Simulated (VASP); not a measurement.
Computed with PBE GGA, VASP's PBE PAW potentials (set 64) (plane waves; VASP).

A VASP calculation is set up with these files.

KPOINTS:
```
Automatic mesh
0
Gamma
11 11 11
0 0 0
```

**INCAR**
```
ALGO  =  Normal
EDIFF  =  1E-7
ENCUT  =  520
GGA  =  PE
ISIF  =  2
ISMEAR  =  -5
LASPH  =  T
LCHARG  =  T
LMAXMIX  =  4
LORBIT  =  11
LREAL  =  F
LWAVE  =  F
NEDOS  =  601
NELM  =  100
PREC  =  Accurate
SYSTEM  =  GaN
```

**POSCAR**
```
GaN
3.2168040
  0.0000000000   0.7071068718   0.7071068718
  0.7071068718   0.0000000000   0.7071068718
  0.7071068718   0.7071068718   0.0000000000
Ga N
1 1
direct
  0.0000000000   0.0000000000   0.0000000000
  0.2500000000   0.2500000000   0.2500000000
```

POTCAR, in this order: Ga_d N (PBE.64 set). Program: vasp_std.

Predict the energy per atom (σ→0), band gap (on the k-mesh).

The energy per atom (σ→0) is -6077 meV/atom. The band gap (on the k-mesh) comes out as 1.54 eV.

File OSZICAR:
```
...
DAV:   8    -0.121589491712E+02    0.34120E-02   -0.75905E-02  1659   0.436E+00    0.847E-01
DAV:   9    -0.121533112619E+02    0.56379E-02   -0.22003E-02  2201   0.363E+00    0.206E-01
DAV:  10    -0.121536969925E+02   -0.38573E-03   -0.17873E-03  1613   0.669E-01    0.885E-02
DAV:  11    -0.121536088818E+02    0.88111E-04   -0.34691E-04  2134   0.357E-01    0.105E-02
DAV:  12    -0.121536148351E+02   -0.59533E-05   -0.32297E-05  1596   0.750E-02    0.860E-03
DAV:  13    -0.121536146022E+02    0.23291E-06   -0.16541E-06  1712   0.122E-02    0.226E-03
DAV:  14    -0.121536145504E+02    0.51726E-07   -0.11498E-07  1116   0.333E-03
   1 F= -.12153615E+02 E0= -.12153615E+02  d E =0.000000E+00
```

The structure was generated: GaN was put into the zinc blende type (F-43m), which need not be its known phase. It was relaxed first, which changed the volume by +6 %.
